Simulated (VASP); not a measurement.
## FeSi2 (Linzhiite) with optB86b-vdW + U: from relaxation to properties

Wanted: the relaxed cell of FeSi2 (Linzhiite) and its properties. The steps: magnetic order: ferromagnetic, magnetic order: antiferromagnetic, q = (0, 0, 1/2), magnetic order: antiferromagnetic, q = (1/2, 1/2, 1/2), magnetic order: antiferromagnetic, q = (1/2, 1/2, 0), the orders side by side, full relaxation (optB86b-vdW + U), second relaxation, single point with fields (optB86b-vdW + U), band structure (optB86b-vdW + U), density of states (optB86b-vdW + U), optical spectrum (optB86b-vdW + U), zone-centre phonons (optB86b-vdW + U) and ionic relaxation at fixed cell (optB86b-vdW + U), changed input. The start is a cell from a database of measured crystal structures.

Program: VASP 6.6.1. Level of theory: optB86b-vdW, DFT+U (Fe d 5 eV), spin-polarised from a ferromagnetic start (one magnetic atom a cell); plane waves and PAW (Fe, Si), in the first sound run; inputs show where later runs differ. Results are calculated unless marked as measured.

This is a report of a sequence of runs, with most program output left out.

## (1) The starting structure

It takes space group P4/mmm (No. 123, tetragonal). The conventional cell has a = 2.696 Å, b = 2.696 Å, c = 5.147 Å, α = 90.00°, β = 90.00°, γ = 90.00°. Nearest to Fe lie 8 Si at 2.36 Å. Si has 1 Si at 2.35 Å and 4 Fe at 2.36 Å nearest. Farther neighbours are not listed.

As a file:

```cif
data_structure
_symmetry_space_group_name_H-M 'P 1'
_symmetry_Int_Tables_number 1
_cell_length_a 2.6960
_cell_length_b 2.6960
_cell_length_c 5.1470
_cell_angle_alpha 90.000
_cell_angle_beta 90.000
_cell_angle_gamma 90.000
_cell_volume 37.41
loop_
_atom_site_label
_atom_site_type_symbol
_atom_site_fract_x
_atom_site_fract_y
_atom_site_fract_z
_atom_site_occupancy
Fe1 Fe 0.50000 0.50000 0.00000 1
Si2 Si 0.00000 0.00000 0.27170 1
Si3 Si 0.00000 0.00000 0.72830 1
```

## (2) Magnetic order: ferromagnetic

The properties of a magnet depend on its order, so a few collinear patterns are compared first on the cell as listed, beginning with all moments parallel. optB86b-vdW pairs nonlocal correlation with a less repulsive exchange of B86b form. LUSE_VDW switches on a nonlocal correlation term for dispersion. A Hubbard U penalises fractional filling of the localised shell, which semilocal functionals favour.

INCAR reads:

```
SYSTEM = FeSi2
PREC = Accurate
ENCUT = 400
EDIFF = 1E-06
NELM = 100
ISMEAR = 0
SIGMA = 0.05
LREAL = .FALSE.
ALGO = Normal
GGA = MK
AGGAC = 0
LUSE_VDW = .TRUE.
PARAM1 = 0.1234
PARAM2 = 1
LASPH = .TRUE.
NBANDS = 17
ISPIN = 2
MAGMOM = 3 0 0
LDAU = .TRUE.
LDAUTYPE = 2
LDAUL = 2 -1
LDAUU = 5 0
LDAUJ = 0 0
LDAUPRINT = 1
LMAXMIX = 4
LORBIT = 11
LWAVE = .FALSE.
LCHARG = .FALSE.
KPAR = 8
ISIF = 2
```

POSCAR reads:

```
FeSi2
1.0
    2.6960000000      0.0000000000      0.0000000000
    0.0000000000      2.6960000000      0.0000000000
    0.0000000000      0.0000000000      5.1470000000
Fe Si
1 2
Direct
    0.5000000000      0.5000000000      0.0000000000
    0.0000000000      0.0000000000      0.2717000000
    0.0000000000      0.0000000000      0.7283000000
```

KPOINTS reads:

```
Automatic mesh
0
Gamma
8 8 5
0 0 0
```

The projector-augmented-wave data sets are Fe and Si (PBE family, release 64).

On the command line:

```sh
$ mpirun -np 8 vasp_std
```

Elapsed: 33 s, on 8 MPI ranks of Intel Xeon Platinum 8259CL at 2.50GHz (Skylake/Cascade Lake), shared host; peak memory 2.3 GiB.

The k-mesh is coarse for a metal. A U on the itinerant d states of such a compound is hard to justify; it moves the bands at the Fermi level and favours large moments. The PAW data sets were made with PBE, which is usual practice but a small mismatch for other functionals. At this level the cell is under a pressure of 12.1 GPa, so at these settings it is away from equilibrium.

This step gave:

```
SCF cycles                                        : 18
electrons                                         : 16
bands                                             : 17
irreducible k-points                              : 45
symmetry operations                               : 16
free energy (TOTEN)                               : -10.78 eV
energy at zero smearing                           : -10.78 eV
Fermi energy                                      : 10.14 eV
pressure                                          : 12.10 GPa
moment of the cell, from the last line of the log : 1.825 μB
metallic                                          : yes
```

Spin moment in the PAW sphere by atom:

| atom | spin moment in the PAW sphere (μB) |
| --- | --- |
| Fe1 | 2.05 |
| Si2 | -0.05 |
| Si3 | -0.05 |

Force by atom:

| atom | x (eV/Å) | y (eV/Å) | z (eV/Å) | size |
| --- | --- | --- | --- | --- |
| Fe1 | 0.000 | 0.000 | 0.000 | 0.000 |
| Si2 | 0.000 | 0.000 | 0.922 | 0.922 |
| Si3 | 0.000 | 0.000 | -0.922 | 0.922 |

The run ends ferromagnetic with a largest moment of 2.05 μB, and the mesh shows no gap.

## (3) Magnetic order: antiferromagnetic, q = (0, 0, 1/2)

This step: optB86b-vdW, DFT+U (Fe d 5 eV), spin-polarised from an antiferromagnetic start; plane waves and PAW (Fe, Si) (VASP 6.6.1).

System of this step: FeSi2 (Linzhiite). Symmetry: P4/mmm, No. 123, tetragonal system. The conventional cell has a = 2.696 Å, b = 2.696 Å, c = 5.147 Å, α = 90.00°, β = 90.00°, γ = 90.00°. Nearest to Fe lie 8 Si at 2.36 Å. Si has 1 Si at 2.35 Å and 4 Fe at 2.36 Å nearest. Farther neighbours are not listed.

Next, a pattern with opposite moments, which needs a doubled cell; q is given in the reciprocal vectors of the primitive cell.

INCAR: that of step 2 with these lines changed.

```diff
@@ -15,5 +15,5 @@
 LASPH = .TRUE.
-NBANDS = 17
+NBANDS = 25
 ISPIN = 2
-MAGMOM = 3 0 0
+MAGMOM = 3 -3 0 0 0 0
 LDAU = .TRUE.
```

POSCAR reads:

```
FeSi2
1.0
    2.6960000000      0.0000000000      0.0000000000
    0.0000000000      2.6960000000      0.0000000000
    0.0000000000      0.0000000000     10.2940000000
Fe Si
2 4
Direct
    0.5000000000      0.5000000000      0.0000000000
    0.5000000000      0.5000000000      0.5000000000
    0.0000000000      0.0000000000      0.1358500000
    0.0000000000      0.0000000000      0.6358500000
    0.0000000000      0.0000000000      0.3641500000
    0.0000000000      0.0000000000      0.8641500000
```

KPOINTS reads:

```
Automatic mesh
0
Gamma
8 8 3
0 0 0
```

On the command line:

```sh
$ mpirun -np 8 vasp_std
```

Elapsed: 61 s, on 8 MPI ranks; peak memory 3.1 GiB.

At this level the cell is under a pressure of 11.2 GPa, so at these settings it is away from equilibrium.

Numbers from this step:

- SCF cycles: 20
- electrons: 32
- bands: 25
- irreducible k-points: 30
- free energy (TOTEN): -21.53 eV
- energy at zero smearing: -21.53 eV
- Fermi energy: 10.28 eV
- pressure: 11.23 GPa

Spin moment in the PAW sphere by atom:

| atom | spin moment in the PAW sphere (μB) |
| --- | --- |
| Fe1 | 2.03 |
| Fe2 | -2.03 |
| Si3 | -0.03 |
| Si4 | 0.03 |
| Si5 | 0.03 |
| Si6 | -0.03 |

Force by atom:

| atom | x (eV/Å) | y (eV/Å) | z (eV/Å) | size |
| --- | --- | --- | --- | --- |
| Fe1 | 0.000 | 0.000 | 0.000 | 0.000 |
| Fe2 | 0.000 | 0.000 | 0.000 | 0.000 |
| Si3 | 0.000 | 0.000 | 0.756 | 0.756 |
| Si4 | 0.000 | 0.000 | 0.756 | 0.756 |
| Si5 | 0.000 | 0.000 | -0.756 | 0.756 |
| Si6 | 0.000 | 0.000 | -0.756 | 0.756 |

The energy lies +5.0 meV an atom from the first pattern. The run ends antiferromagnetic with a largest moment of 2.03 μB, and the mesh shows no gap.

## (4) Magnetic order: antiferromagnetic, q = (1/2, 1/2, 1/2)

INCAR is that of step 3.

POSCAR reads:

```
FeSi2
1.0
    5.3920000000      0.0000000000      0.0000000000
    2.6960000000      2.6960000000      0.0000000000
    2.6960000000      0.0000000000      5.1470000000
Fe Si
2 4
Direct
    0.0000000000      0.5000000000      0.0000000000
    0.5000000000      0.5000000000      0.0000000000
    0.8641500000      0.0000000000      0.2717000000
    0.3641500000      0.0000000000      0.2717000000
    0.6358500000      0.0000000000      0.7283000000
    0.1358500000      0.0000000000      0.7283000000
```

KPOINTS reads:

```
Automatic mesh
0
Gamma
8 8 8
0 0 0
```

On the command line:

```sh
$ mpirun -np 8 vasp_std
```

Run time: 2.2 min. Hardware: 8 MPI ranks; peak memory 4.5 GiB.

At this level the cell is under a pressure of 4.8 GPa, so at these settings it is away from equilibrium.

This step gave:

```
SCF cycles              : 19
irreducible k-points    : 59
free energy (TOTEN)     : -21.75 eV
energy at zero smearing : -21.75 eV
Fermi energy            : 9.976 eV
pressure                : 4.804 GPa
```

Spin moment in the PAW sphere by atom:

| atom | spin moment in the PAW sphere (μB) |
| --- | --- |
| Fe1 | 1.77 |
| Fe2 | -1.77 |
| Si3 | 0.00 |
| Si4 | 0.00 |
| Si5 | 0.00 |
| Si6 | 0.00 |

Force by atom:

| atom | x (eV/Å) | y (eV/Å) | z (eV/Å) | size |
| --- | --- | --- | --- | --- |
| Fe1 | 0.000 | 0.000 | 0.000 | 0.000 |
| Fe2 | 0.000 | 0.000 | 0.000 | 0.000 |
| Si3 | 0.000 | 0.000 | 0.434 | 0.434 |
| Si4 | 0.000 | 0.000 | 0.434 | 0.434 |
| Si5 | 0.000 | 0.000 | -0.434 | 0.434 |
| Si6 | 0.000 | 0.000 | -0.434 | 0.434 |

The energy lies -31.4 meV an atom from the first pattern. The run ends antiferromagnetic with a largest moment of 1.77 μB, and the mesh shows no gap.

## (5) Magnetic order: antiferromagnetic, q = (1/2, 1/2, 0)

INCAR is that of step 4.

POSCAR reads:

```
FeSi2
1.0
    5.3920000000      0.0000000000      0.0000000000
    2.6960000000      2.6960000000      0.0000000000
    0.0000000000      0.0000000000      5.1470000000
Fe Si
2 4
Direct
    0.0000000000      0.5000000000      0.0000000000
    0.5000000000      0.5000000000      0.0000000000
    0.0000000000      0.0000000000      0.2717000000
    0.5000000000      0.0000000000      0.2717000000
    0.0000000000      0.0000000000      0.7283000000
    0.5000000000      0.0000000000      0.7283000000
```

KPOINTS reads:

```
Automatic mesh
0
Gamma
8 8 5
0 0 0
```

On the command line:

```sh
$ mpirun -np 8 vasp_std
```

The job ended after 1.9 min (8 MPI ranks; peak memory 4.1 GiB).

At this level the cell is under a pressure of 5.0 GPa, so at these settings it is away from equilibrium.

Numbers from this step:

| Item | Value |
| --- | --- |
| irreducible k-points | 45 |
| free energy (TOTEN) | -21.80 eV |
| energy at zero smearing | -21.80 eV |
| Fermi energy | 10.11 eV |
| pressure | 5.010 GPa |

Spin moment in the PAW sphere by atom:

| atom | spin moment in the PAW sphere (μB) |
| --- | --- |
| Fe1 | 1.80 |
| Fe2 | -1.80 |
| Si3 | 0.00 |
| Si4 | 0.00 |
| Si5 | 0.00 |
| Si6 | 0.00 |

Force by atom:

| atom | x (eV/Å) | y (eV/Å) | z (eV/Å) | size |
| --- | --- | --- | --- | --- |
| Fe1 | 0.000 | 0.000 | 0.000 | 0.000 |
| Fe2 | 0.000 | 0.000 | 0.000 | 0.000 |
| Si3 | 0.000 | 0.000 | 0.458 | 0.458 |
| Si4 | 0.000 | 0.000 | 0.458 | 0.458 |
| Si5 | 0.000 | 0.000 | -0.458 | 0.458 |
| Si6 | 0.000 | 0.000 | -0.458 | 0.458 |

The energy lies -39.7 meV an atom from the first pattern. The run ends antiferromagnetic with a largest moment of 1.80 μB, and the mesh shows no gap.

## (6) The orders side by side

This step: collinear orders at optB86b-vdW, DFT+U (Fe d 5 eV); plane waves and PAW (VASP 6.6.1).

Derived from the runs above.

Patterns, by row:

| start | atoms | energy less that of the first (meV/atom) | largest site moment (μB) | end state |
| --- | --- | --- | --- | --- |
| ferromagnetic | 3 | 0 | 2.05 | ferromagnetic |
| antiferromagnetic, q = (0, 0, 1/2) | 6 | 5 | 2.03 | antiferromagnetic |
| antiferromagnetic, q = (1/2, 1/2, 1/2) | 6 | -31.4 | 1.77 | antiferromagnetic |
| antiferromagnetic, q = (1/2, 1/2, 0) | 6 | -39.7 | 1.8 | antiferromagnetic |

The session goes on in the lowest magnetic state found: antiferromagnetic, q = (1/2, 1/2, 0). The next one lies 8.3 meV an atom higher.

## (7) Full relaxation (optB86b-vdW + U)

This step: optB86b-vdW, DFT+U (Fe d 5 eV), spin-polarised from an antiferromagnetic start; plane waves and PAW (Fe, Si) (VASP 6.6.1).

The start need not lie at this functional's minimum. ISIF = 3 frees volume, shape and positions, and EDIFFG sets the threshold on forces and stress at which the search stops.

INCAR: that of step 5 with these lines changed.

```diff
@@ -17,3 +17,3 @@
 ISPIN = 2
-MAGMOM = 3 -3 0 0 0 0
+MAGMOM = 1.8 -1.8 0 0 0 0
 LDAU = .TRUE.
@@ -29,2 +29,5 @@
 KPAR = 8
-ISIF = 2
+IBRION = 2
+NSW = 60
+ISIF = 3
+EDIFFG = -0.01
```

POSCAR is that of step 5.

KPOINTS is that of step 5.

On the command line:

```sh
$ mpirun -np 8 vasp_std
```

The job ended after 4.8 min (8 MPI ranks; peak memory 4.1 GiB).

The magnetic order is the lowest of the few collinear ones that converged above; longer or canted patterns were not tried. The cell is doubled for it, so bands and modes from the zone boundary of the chemical cell fold onto Γ and the labels are those of the larger cell. The run keeps the 16 symmetry operations of its start, so it cannot find a distortion of lower symmetry.

Relaxation path:

| step | energy less that of the first step (eV) | largest force (eV/Å) | pressure (GPa) | volume (Å³) |
| --- | --- | --- | --- | --- |
| 1 | 0.0000 | 0.4583 | 5.00 | 74.82 |
| 2 | -0.0755 | 0.0364 | -0.26 | 79.12 |
| 3 | -0.0759 | 0.0059 | 0.04 | 78.82 |

| cell as run | before | after | change |
| --- | --- | --- | --- |
| a (Å) | 5.392 | 5.487 | +1.8 % |
| b (Å) | 3.813 | 3.880 | +1.8 % |
| c (Å) | 5.147 | 5.236 | +1.7 % |
| volume (Å³/atom) | 12.47 | 13.14 | +5.3 % |

The atoms that moved most (Å, as changes of fractional coordinates times the final cell):

| atom | dx | dy | dz | length |
| --- | --- | --- | --- | --- |
| Si4 | 0.000 | 0.000 | 0.021 | 0.021 |
| Si3 | 0.000 | 0.000 | 0.021 | 0.021 |
| Si6 | 0.000 | 0.000 | -0.021 | 0.021 |
| Si5 | 0.000 | 0.000 | -0.021 | 0.021 |

Final coordinates:

```xyz
6
Lattice="5.4869 0.0000 0.0000 2.7435 2.7435 0.0000 0.0000 0.0000 5.2361" Properties=species:S:1:pos:R:3 pbc="T T T"
Fe    1.3717    1.3717    0.0000
Fe    4.1152    1.3717    0.0000
Si    0.0000    0.0000    1.4437
Si    2.7435    0.0000    1.4437
Si    0.0000    0.0000    3.7925
Si    2.7435    0.0000    3.7925
```

This step gave:

| Quantity | Value |
| --- | --- |
| free energy (TOTEN) | -21.88 eV |
| energy at zero smearing | -21.88 eV |
| Fermi energy | 9.549 eV |
| pressure | 0.04239 GPa |
| SCF cycles over all ionic steps | 40 |

Spin moment in the PAW sphere by atom:

| atom | spin moment in the PAW sphere (μB) |
| --- | --- |
| Fe1 | 2.15 |
| Fe2 | -2.15 |
| Si3 | 0.00 |
| Si4 | 0.00 |
| Si5 | 0.00 |
| Si6 | 0.00 |

It ends with a largest force of 0.006 eV/Å and a pressure of 0.04 GPa.

## (8) Second relaxation

A relaxation keeps the plane waves of the cell it began with, so it is repeated from the new cell, on a basis made for it. The mesh changes with the cell too.

INCAR is that of step 7.

POSCAR reads:

```
FeSi2
1.0
    5.4869317377      0.0000000000      0.0000000000
    2.7434658689      2.7434658689      0.0000000000
    0.0000000000      0.0000000000      5.2361360757
Fe Si
2 4
Direct
    0.0000000000      0.5000000000      0.0000000000
    0.5000000000      0.5000000000      0.0000000000
    0.0000000000      0.0000000000      0.2757091903
    0.5000000000      0.0000000000      0.2757091903
    0.0000000000      0.0000000000      0.7242908097
    0.5000000000      0.0000000000      0.7242908097
```

KPOINTS reads:

```
Automatic mesh
0
Gamma
8 8 4
0 0 0
```

On the command line:

```sh
$ mpirun -np 8 vasp_std
```

Run time: 5.3 min. Hardware: 8 MPI ranks; peak memory 4.2 GiB.

Step by step:

| step | energy less that of the first step (eV) | largest force (eV/Å) | pressure (GPa) | volume (Å³) |
| --- | --- | --- | --- | --- |
| 1 | 0.0000 | 0.0070 | 0.00 | 78.82 |
| 2 | -0.0002 | 0.0233 | 0.05 | 78.82 |
| 3 | -0.0003 | 0.0218 | 0.07 | 78.82 |
| 4 | -0.0003 | 0.0063 | -0.05 | 78.89 |

| cell as run | before | after | change |
| --- | --- | --- | --- |
| a (Å) | 5.487 | 5.494 | +0.1 % |
| b (Å) | 3.880 | 3.885 | +0.1 % |
| c (Å) | 5.236 | 5.227 | -0.2 % |
| volume (Å³/atom) | 13.14 | 13.15 | +0.1 % |

The relaxed structure:

```
Fe Si
1.0
     5.49412    0.00000    0.00000
     2.74706    2.74706    0.00000
     0.00000    0.00000    5.22688
Fe Si
2 4
Cartesian
  1.3735 1.3735 0.0000
  4.1206 1.3735 0.0000
  0.0000 0.0000 1.4405
  2.7471 0.0000 1.4405
  0.0000 0.0000 3.7864
  2.7471 0.0000 3.7864
```

Numbers from this step:

```yaml
free_energy_toten: -21.89 eV
energy_at_zero_smearing: -21.89 eV
fermi_energy: 9.471 eV
pressure: -0.04512 GPa
scf_cycles_over_all_ionic_steps: 38
```

It ends with a largest force of 0.006 eV/Å and a pressure of -0.05 GPa. The volume moved by only 0.09 %, so the volume is settled.

[end of part 1 of 2]

[Lines on the potential files, build, host, timing and source positions are cut from VASP's logs without a mark.]

[Logs are printed without paths, hosts, clocks, repeated set-up lines and the standing remarks that a program may print on its own settings, such as how far it seeks lower states.]

[Hosts, paths, dates, database ids (printed as entryN), source tags and the programs' standing remarks are cut or masked in the printed files.]

[A measured line is paired with the nearest computed mode of its activity, which favours agreement.]
